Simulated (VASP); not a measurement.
Crystal: Zn.

```
CELL_PARAMETERS angstrom
2.67000 0.00000 0.00000
-1.33500 2.31229 0.00000
0.00000 0.00000 4.96600
ATOMIC_POSITIONS crystal
Zn 0.33333 0.66667 0.25000
Zn 0.66667 0.33333 0.75000
```

| Quantity | Value |
| --- | --- |
| Program | VASP 6.6.1 |
| Task | relaxation of cell and atoms |
| Functional | PBE |
| Potentials or basis | VASP PAW PBE potentials, release 64 (Zn) |
| Cutoff | 600 eV |
| k mesh | 18 × 18 × 8 |
| Occupations | methfessel-paxton, width 0.1 eV |
| Spin | no spin polarisation |

At the start: pressure -0.6 GPa; volume 15.33 Å³/atom.

Task: How do energy, volume and symmetry change on relaxing?

Result: Over 12 steps the energy falls by 2.7 meV/atom and the volume is 15.38 Å³/atom (+0.3 %); space group P6_3/mmc (No. 194, to 0.05 Å).

Step by step:
```
step  energy change (eV)  largest force (eV/Å)  pressure (GPa)  volume (Å³)
   1              0.0000                0.0000           -0.60        30.66
   2             -0.0009                0.0000            0.09        30.40
   3             -0.0010                0.0000            0.29        30.32
   4             -0.0020                0.0000            0.44        30.34
   5             -0.0044                0.0000            0.65        30.39
   6             -0.0045                0.0000            0.84        30.41
   7             -0.0051                0.0000            0.55        30.55
   8             -0.0053                0.0000            0.22        30.73
   9             -0.0053                0.0000            0.29        30.71
  10             -0.0053                0.0000            0.26        30.72
  11             -0.0054                0.0000           -0.05        30.74
  12             -0.0054                0.0000            0.03        30.75
```

Final structure:
```yaml
crystal:
  lattice:
    - [2.63421, 0.00000, 0.00000]
    - [-1.31711, 2.28130, 0.00000]
    - [0.00000, 0.00000, 5.11709]
  atoms:
    - { symbol: Zn, position: [0.33333, 0.66667, 0.25000] }
    - { symbol: Zn, position: [0.66667, 0.33333, 0.75000] }
```
